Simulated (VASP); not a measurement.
# Quasiparticle energies of BP in VASP, part 2 of 3

Wanted: how far GW moves the Kohn-Sham levels of BP. The cell is of the zinc-blende type, one of the forms listed for this formula. The start is a cell from a database of measured crystal structures.

VASP 6.6.1, plane waves and PAW; the level of theory is named at each step.

So far. Step 2 (Ground state, k-mesh 4×4×4): The cell has a gap of 1.22 eV on mesh and path. Step 3 (Empty bands, k-mesh 4×4×4): WAVECAR now holds 56 bands for 8 electrons. Its independent-particle dielectric tensor has xx, yy, zz = 14.1, 14.1, 14.1 on this mesh, which isn't tested for convergence in mesh or bands and lacks local fields.

**4. G0W0, k-mesh 4×4×4**

This step: G0W0 on PBE; plane waves and PAW (B_GW, P_GW) (VASP 6.6.1).

One pass of GW corrects the levels to first order, with G and W from the starting orbitals.

INCAR reads:

```
SYSTEM = BP
PREC = Accurate
ENCUT = 340
ISMEAR = 0
SIGMA = 0.01
LREAL = .FALSE.
GGA = PE
NBANDS = 56
ALGO = EVGW0
NELMGW = 1
ENCUTGW = 100
NOMEGA = 48
PRECFOCK = Fast
NBANDSGW = 16
LWAVE = .FALSE.
LCHARG = .FALSE.
```

POSCAR reads:

```
BP
1.0
    0.0000000000      2.2690000000      2.2690000000
    2.2690000000      0.0000000000      2.2690000000
    2.2690000000      2.2690000000      0.0000000000
B P
1 1
Direct
    0.0000000000      0.0000000000      0.0000000000
    0.2500000000      0.2500000000      0.2500000000
```

KPOINTS reads:

```
Automatic mesh
0
Gamma
4 4 4
0 0 0
```

The projector-augmented-wave data sets are B_GW and P_GW (PBE family, release 64).

The run is started by

```sh
mpirun -np 8 vasp_std
```

What it wrote:

```text
[banner, memory and clock lines left out]
running    8 mpi-ranks, on    1 nodes
 distrk:  each k-point on    8 cores,    1 groups
 distr:  one band on    1 cores,    8 groups

 POSCAR found type information on POSCAR B P
 POSCAR found :  2 types and       2 ions
 [... a notice as in an earlier step ...]

|                                                                             |
|           W    W    AA    RRRRR   N    N  II  N    N   GGGG   !!!           |
|           W    W   A  A   R    R  NN   N  II  NN   N  G    G  !!!           |
|           W    W  A    A  R    R  N N  N  II  N N  N  G       !!!           |
|           W WW W  AAAAAA  RRRRR   N  N N  II  N  N N  G  GGG   !            |
|           WW  WW  A    A  R   R   N   NN  II  N   NN  G    G                |
|           W    W  A    A  R    R  N    N  II  N    N   GGGG   !!!           |
|                                                                             |
|     The default for ENCUTGWSOFT is different in this version of VASP.       |
|     please manually set ENCUTGWSOFT =100 in the INCAR file.                 |
|                                                                             |

 LDA part: xc-table for (Slater+PW92), standard interpolation
 found WAVECAR, reading the header
 POSCAR, INCAR and KPOINTS ok, starting setup
 FFT: planning ... GRIDC
 FFT: planning ... GRID_SOFT
 FFT: planning ... GRID
 reading WAVECAR
 the WAVECAR file was read successfully
 initial charge from wavefunction
 available memory per node:     68.88 GB, setting MAXMEM to     70531

 The Fermi energy was updated, please check that it is located mid-gap
 values below the HOMO (VB) or above the LUMO (CB) will cause erroneous energies
 E-fermi :   7.8314

 calculate exact exchange contribution
 the WAVEDER file was read successfully
energies w=
    0.000    0.000    0.558    0.000    1.113    0.000    1.664    0.000
    2.209    0.000    2.746    0.000    3.273    0.000    3.792    0.000
    4.300    0.000    4.799    0.000    5.289    0.000    5.771    0.000
    6.246    0.000    6.716    0.000    7.182    0.000    7.645    0.000
    8.108    0.000    8.572    0.000    9.039    0.000    9.513    0.000
    9.994    0.000   10.487    0.000   10.993    0.000   11.516    0.000
   12.061    0.000   12.631    0.000   13.232    0.000   13.869    0.000
   14.550    0.000   15.284    0.000   16.079    0.000   16.951    0.000
   17.914    0.000   18.989    0.000   20.203    0.000   21.588    0.000
   23.192    0.000   25.076    0.000   27.327    0.000   30.071    0.000
   33.495    0.000   37.891    0.000   43.742    0.000   51.908    0.000
   64.075    0.000   84.081    0.000  122.937    0.000  230.287    0.000
 responsefunction array rank=      64
 LDA part: xc-table for (Slater+PW92), standard interpolation

 min. memory requirement per mpi rank     48.1 MB, per node    385.2 MB

 allocating   6 responsefunctions rank=    64
 shmem allocating  48 responsefunctions rank=    64
 response function shared by NCSHMEM nodes    1
 Doing            6  frequencies on each core in blocks of           48
NQ=   1    0.0000    0.0000    0.0000,
|.........|.........|.........|.........|.........|.........|.........|.........
 performed         40000 updates of chi_q(r,r)
 total number of BLAS operations          1.14 Gflops
NQ=   2    0.2500    0.0000    0.0000,
|.........|.........|.........|.........|.........|.........|.........|.........
 performed        131000 updates of chi_q(r,r)
 total number of BLAS operations          3.59 Gflops
NQ=   3    0.5000    0.0000    0.0000,
|.........|.........|.........|.........|.........|.........|.........|.........
 performed        207000 updates of chi_q(r,r)
 total number of BLAS operations          5.25 Gflops
NQ=   4    0.2500    0.2500    0.0000,
|.........|.........|.........|.........|.........|.........|.........|.........
 performed        298000 updates of chi_q(r,r)
 total number of BLAS operations          7.23 Gflops
NQ=   5    0.5000    0.2500    0.0000,
|.........|.........|.........|.........|.........|.........|.........|.........
 performed        428000 updates of chi_q(r,r)
 total number of BLAS operations         10.16 Gflops
NQ=   6   -0.2500    0.2500    0.0000,
|.........|.........|.........|.........|.........|.........|.........|.........
 performed        544000 updates of chi_q(r,r)
 total number of BLAS operations         13.18 Gflops
NQ=   7    0.5000    0.5000    0.0000,
|.........|.........|.........|.........|.........|.........|.........|.........
 performed        610000 updates of chi_q(r,r)
 total number of BLAS operations         14.40 Gflops
NQ=   8   -0.2500    0.5000    0.2500,
|.........|.........|.........|.........|.........|.........|.........|.........
 performed        697000 updates of chi_q(r,r)
 total number of BLAS operations         16.59 Gflops
 resolving degeneracies of screened two electron integrals

 calculate QP shifts <psi_nk| G(iteration)W_0 |psi_nk>: iteration 1
 entering main loop
```

Run time: 5.8 s. Hardware: 8 MPI ranks of Intel Xeon Platinum 8259CL at 2.50GHz (Skylake/Cascade Lake), shared host; peak memory 0.89 GiB; 41 s of CPU time.

From OUTCAR (step 4):

```text
The static configuration has the point symmetry T_d .

 Found      8 irreducible k-points:

   k-points           NKPTS =      8   k-points in BZ     NKDIM =     64   number of bands    NBANDS=     56

   NELECT =       8.0000    total number of electrons

 E-fermi :   7.8314

 QP shifts <psi_nk| G(iteration)W_0 |psi_nk>: iteration 1
 for sc-GW calculations column KS-energies equals QP-energies in previous step
 and V_xc(KS)=  KS-energies - (<T + V_ion + V_H > + <T+V_H+V_ion>^1  + <V_x>^1)
 k-point   1 :       0.0000    0.0000    0.0000
  band No.  KS-energies  QP-energies   sigma(KS)   V_xc(KS)     V^pw_x(r,r')   Z            occupation Imag(sigma)
      1      -8.3013      -8.9970     -13.0105     -12.0544     -20.4615       0.7277       2.0000       1.4513
      2       7.1745       6.8968     -13.6660     -13.3134     -15.2441       0.7877       2.0000       0.0696
      3       7.1745       6.8968     -13.6660     -13.3134     -15.2441       0.7877       2.0000       0.0696
      4       7.1745       6.8968     -13.6660     -13.3134     -15.2441       0.7877       2.0000       0.0696
      5      10.5606      11.0917     -11.3929     -12.0718      -6.9513       0.7824       0.0000      -0.0871
      6      10.5606      11.0917     -11.3929     -12.0718      -6.9513       0.7824       0.0000      -0.0871
      7      10.5606      11.0917     -11.3929     -12.0718      -6.9513       0.7824       0.0000      -0.0871
      8      14.5486      15.1363     -11.9846     -12.7568      -6.0827       0.7611       0.0000      -0.1998
    ...

 k-point   2 :       0.2500    0.0000    0.0000
  band No.  KS-energies  QP-energies   sigma(KS)   V_xc(KS)     V^pw_x(r,r')   Z            occupation Imag(sigma)
      1      -7.1949      -7.8438     -13.0578     -12.1553     -20.1353       0.7190       2.0000       1.2555
      2       2.3209       1.7890     -13.1346     -12.4295     -16.1702       0.7544       2.0000       0.1531
      3       6.0560       5.7148     -13.5016     -13.0652     -15.3442       0.7817       2.0000       0.0770
      4       6.0560       5.7148     -13.5016     -13.0652     -15.3442       0.7817       2.0000       0.0770
      5      11.1625      11.6446     -11.5035     -12.1199      -6.8138       0.7821       0.0000      -0.0987
      6      11.9202      12.4931     -11.3736     -12.1114      -6.5616       0.7765       0.0000      -0.1081
      7      11.9202      12.4931     -11.3736     -12.1114      -6.5616       0.7765       0.0000      -0.1081
      8      16.7895      17.3221     -11.3283     -12.0368      -4.9593       0.7516       0.0000      -0.3024
    ...

 k-point   3 :       0.5000    0.0000    0.0000
  band No.  KS-energies  QP-energies   sigma(KS)   V_xc(KS)     V^pw_x(r,r')   Z            occupation Imag(sigma)
      1      -4.9732      -5.5408     -13.3883     -12.6021     -19.7056       0.7219       2.0000       0.9057
      2      -1.8732      -2.5231     -12.6549     -11.7580     -17.4418       0.7246       2.0000       0.4377
      3       5.4150       5.0198     -13.5499     -13.0413     -15.6873       0.7770       2.0000       0.0874
      4       5.4150       5.0198     -13.5499     -13.0413     -15.6873       0.7770       2.0000       0.0874
      5      10.9403      11.3977     -11.5096     -12.0955      -6.7760       0.7807       0.0000      -0.0995
      6      11.8630      12.3906     -10.9060     -11.5796      -6.0545       0.7833       0.0000      -0.1108
      7      11.8630      12.3906     -10.9060     -11.5796      -6.0545       0.7833       0.0000      -0.1108
      8      17.2987      17.5297      -9.8272     -10.1303      -3.4263       0.7620       0.0000      -0.3369
    ...

[... 7 parts as in an earlier step ...]

[... 5 further parts left out ...]
```

This step gave:

- quasiparticle gap on the mesh: 1.836 eV
- smallest direct quasiparticle gap on the mesh: 4.195 eV
- gap of the starting orbitals on the mesh: 1.314 eV

GW takes the gap from 1.314 to 1.836 eV. The mesh misses a band edge: at the starting level the path gave a gap 0.10 eV smaller. The value holds for 56 bands, ENCUTGW = 100 eV and this mesh, and isn't shown to be converged in them.

**5. Ground state, k-mesh 6×6×6**

This step: PBE; plane waves and PAW (B_GW, P_GW) (VASP 6.6.1).

The orbitals come from a self-consistent PBE run. A small SIGMA keeps every occupation at zero or full.

INCAR reads:

```
SYSTEM = BP
PREC = Accurate
ENCUT = 340
EDIFF = 1E-08
NELM = 100
ISMEAR = 0
SIGMA = 0.01
LREAL = .FALSE.
ALGO = Normal
GGA = PE
NBANDS = 10
LORBIT = 11
LWAVE = .TRUE.
LCHARG = .FALSE.
KPAR = 8
```

POSCAR is that of step 4.

KPOINTS reads:

```
Automatic mesh
0
Gamma
6 6 6
0 0 0
```

The run is started by

```sh
mpirun -np 8 vasp_std
```

What it wrote:

```text
[banner, memory and clock lines left out]
running    8 mpi-ranks, on    1 nodes
[...]
[... a notice as in an earlier step ...]

 LDA part: xc-table for (Slater+PW92), standard interpolation
 POSCAR, INCAR and KPOINTS ok, starting setup
[...]
entering main loop
       N       E                     dE             d eps       ncg     rms          rms(c)
DAV:   1     0.854161165107E+01    0.85416E+01   -0.34660E+03   320   0.596E+02
DAV:   2    -0.129403694284E+02   -0.21482E+02   -0.20231E+02   532   0.125E+02
DAV:   3    -0.136149060546E+02   -0.67454E+00   -0.67326E+00   406   0.184E+01
DAV:   4    -0.136225180570E+02   -0.76120E-02   -0.76101E-02   496   0.247E+00
[...]
DAV:  12    -0.128864940058E+02   -0.10290E-05   -0.18600E-06   390   0.113E-02    0.711E-04
DAV:  13    -0.128864938657E+02    0.14007E-06   -0.71177E-08   438   0.174E-03    0.263E-04
DAV:  14    -0.128864938636E+02    0.20586E-08   -0.71815E-09   316   0.598E-04
   1 F= -.12886494E+02 E0= -.12886494E+02  d E =-.303288E-26
 writing wavefunctions
```

The job ended after 2.2 s (8 MPI ranks; peak memory 0.93 GiB).

From OUTCAR (step 5):

```text
  Total        0.0918839      0.0918839      0.0918839      0.0000000      0.0000000     -0.0000000
  in kB        6.3011022      6.3011022      6.3011022      0.0000000      0.0000000     -0.0000000
  external PRESSURE =       6.3011022 kB  Pullay stress =       0.0000000 kB

 POSITION                                       TOTAL-FORCE (eV/Angst)
 -----------------------------------------------------------------------------------
      0.00000      0.00000      0.00000         0.000000      0.000000     -0.000000
      1.13450      1.13450      1.13450        -0.000000     -0.000000      0.000000
 -----------------------------------------------------------------------------------
    total drift:                               -0.000000     -0.000000     -0.000000

  FREE ENERGIE OF THE ION-ELECTRON SYSTEM (eV)
  ---------------------------------------------------
  free  energy   TOTEN  =       -12.8864938636 eV

  energy  without entropy=      -12.8864938636  energy(sigma->0) =      -12.88649386

[... 1 part as in an earlier step ...]

[... 2 further parts left out ...]
[key lines of the parts left out:]
E-fermi :   7.2114
```

The cell has a gap of 1.33 eV on this mesh.

The run ends at a pressure of 0.63 GPa.

**6. Empty bands, k-mesh 6×6×6**

The empty bands are made again, for the run that follows.

INCAR reads:

```
SYSTEM = BP
PREC = Accurate
ENCUT = 340
ISMEAR = 0
SIGMA = 0.01
LREAL = .FALSE.
GGA = PE
NBANDS = 56
ALGO = Exact
NELM = 1
LWAVE = .TRUE.
LCHARG = .FALSE.
LOPTICS = .TRUE.
NEDOS = 1000
CSHIFT = 0.1
```

POSCAR is that of step 5.

KPOINTS is that of step 5.

The run is started by

```sh
mpirun -np 8 vasp_std
```

What it wrote:

```text
[... set-up lines as in an earlier step ...]
 entering main loop
       N       E                     dE             d eps       ncg     rms          rms(c)
DIA:   1    -0.128864938521E+02   -0.12886E+02    0.00000E+00     0   0.000E+00
   1 F= -.12886494E+02 E0= -.12886494E+02  d E =-.329393E-11
 writing wavefunctions
 optical routines
 imaginary and real dielectric function
 recalculating local potential from charge density
 direction            1
 direction            2
 direction            3
```

It took 2.4 s on 8 MPI ranks; peak memory 0.87 GiB; 14 s of CPU time.

OUTCAR, selected parts (step 6):

```text
  Total        0.0919451      0.0919451      0.0919451      0.0000000      0.0000000      0.0000000
  in kB        6.3053018      6.3053018      6.3053018      0.0000000      0.0000000      0.0000000
  external PRESSURE =       6.3053018 kB  Pullay stress =       0.0000000 kB

 POSITION                                       TOTAL-FORCE (eV/Angst)
 -----------------------------------------------------------------------------------
      0.00000      0.00000      0.00000        -0.000000     -0.000000     -0.000000
      1.13450      1.13450      1.13450         0.000000      0.000000      0.000000
 -----------------------------------------------------------------------------------
    total drift:                               -0.000000     -0.000000     -0.000000

  FREE ENERGIE OF THE ION-ELECTRON SYSTEM (eV)
  ---------------------------------------------------
  free  energy   TOTEN  =       -12.8864938521 eV

  energy  without entropy=      -12.8864938521  energy(sigma->0) =      -12.88649385

[... 1 part as in an earlier step ...]

[... 2 further parts left out ...]
[key lines of the parts left out:]
E-fermi :   7.1807
```

**7. G0W0, k-mesh 6×6×6**

This step: G0W0 on PBE; plane waves and PAW (B_GW, P_GW) (VASP 6.6.1).

The mesh goes to 6×6×6.

INCAR reads:

```
SYSTEM = BP
PREC = Accurate
ENCUT = 340
ISMEAR = 0
SIGMA = 0.01
LREAL = .FALSE.
GGA = PE
NBANDS = 56
ALGO = EVGW0
NELMGW = 1
ENCUTGW = 100
NOMEGA = 48
PRECFOCK = Fast
NBANDSGW = 16
LWAVE = .FALSE.
LCHARG = .FALSE.
```

POSCAR is that of step 6.

KPOINTS is that of step 6.

The run is started by

```sh
mpirun -np 8 vasp_std
```

What it wrote:

```text
[banner, memory and clock lines left out]
running    8 mpi-ranks, on    1 nodes
[...]
[... a notice as in an earlier step ...]

 [... a notice as in an earlier step ...]

 LDA part: xc-table for (Slater+PW92), standard interpolation
 found WAVECAR, reading the header
 POSCAR, INCAR and KPOINTS ok, starting setup
[...]
reading WAVECAR
 the WAVECAR file was read successfully
 initial charge from wavefunction
 available memory per node:     68.95 GB, setting MAXMEM to     70601

 The Fermi energy was updated, please check that it is located mid-gap
 values below the HOMO (VB) or above the LUMO (CB) will cause erroneous energies
 E-fermi :   7.8053

 calculate exact exchange contribution
 the WAVEDER file was read successfully
energies w=
    0.000    0.000    0.560    0.000    1.117    0.000    1.670    0.000
    2.216    0.000    2.755    0.000    3.284    0.000    3.804    0.000
    4.314    0.000    4.815    0.000    5.307    0.000    5.790    0.000
[...]
total number of BLAS operations         75.60 Gflops
NQ=  12   -0.3333    0.3333    0.0000,
|.........|.........|.........|.........|.........|.........|.........|.........
 performed       3525000 updates of chi_q(r,r)
 total number of BLAS operations         82.89 Gflops
NQ=  13    0.5000    0.5000    0.0000,
|.........|.........|.........|.........|.........|.........|.........|.........
 performed       3697000 updates of chi_q(r,r)
 total number of BLAS operations         86.07 Gflops
NQ=  14    0.5000    0.3333    0.1667,
|.........|.........|.........|.........|.........|.........|.........|.........
 performed       4145000 updates of chi_q(r,r)
 total number of BLAS operations         95.77 Gflops
NQ=  15   -0.3333    0.3333    0.1667,
|.........|.........|.........|.........|.........|.........|.........|.........
 performed       4564000 updates of chi_q(r,r)
 total number of BLAS operations        106.29 Gflops
NQ=  16   -0.3333    0.5000    0.1667,
|.........|.........|.........|.........|.........|.........|.........|.........
 performed       4902000 updates of chi_q(r,r)
 total number of BLAS operations        114.20 Gflops
 resolving degeneracies of screened two electron integrals

 calculate QP shifts <psi_nk| G(iteration)W_0 |psi_nk>: iteration 1
 entering main loop
```

It took 27 s on 8 MPI ranks; peak memory 1.1 GiB; 3.5 min of CPU time.

Parts of OUTCAR (step 7):

```text
 QP shifts <psi_nk| G(iteration)W_0 |psi_nk>: iteration 1
 for sc-GW calculations column KS-energies equals QP-energies in previous step
 and V_xc(KS)=  KS-energies - (<T + V_ion + V_H > + <T+V_H+V_ion>^1  + <V_x>^1)
 k-point   1 :       0.0000    0.0000    0.0000
  band No.  KS-energies  QP-energies   sigma(KS)   V_xc(KS)     V^pw_x(r,r')   Z            occupation Imag(sigma)
      1      -8.3243      -8.9864     -13.0069     -12.0592     -20.4831       0.6986       2.0000       1.4250
      2       7.1395       6.8607     -13.6577     -13.3042     -14.9313       0.7888       2.0000       0.0648
      3       7.1395       6.8607     -13.6577     -13.3042     -14.9313       0.7888       2.0000       0.0648
      4       7.1395       6.8607     -13.6577     -13.3042     -14.9313       0.7888       2.0000       0.0648
      5      10.5408      11.0933     -11.3738     -12.0776      -7.1361       0.7851       0.0000      -0.0809
      6      10.5408      11.0933     -11.3738     -12.0776      -7.1361       0.7851       0.0000      -0.0809
      7      10.5408      11.0933     -11.3738     -12.0776      -7.1361       0.7851       0.0000      -0.0809
      8      14.5124      15.1103     -11.9717     -12.7644      -6.2284       0.7543       0.0000      -0.1840
    ...

[... 1 part as in an earlier step ...]

[... 2 further parts left out ...]
[key lines of the parts left out:]
E-fermi :   7.8053
```

The gap is now 1.883 eV, +47 meV against the GW run before.

[end of part 2 of 3]

[Lines on the potential files, build, host, timing and source positions are cut from VASP's logs without a mark.]

[Logs are printed without paths, hosts, clocks, repeated set-up lines and the standing remarks that a program may print on its own settings, such as how far it seeks lower states.]

[Hosts, paths, dates, database ids (printed as entryN), source tags and the programs' standing remarks are cut or masked in the printed files.]

[Pressures printed for these runs are not shown converged in the cutoff: they can be off by several GPa and have the wrong sign.]
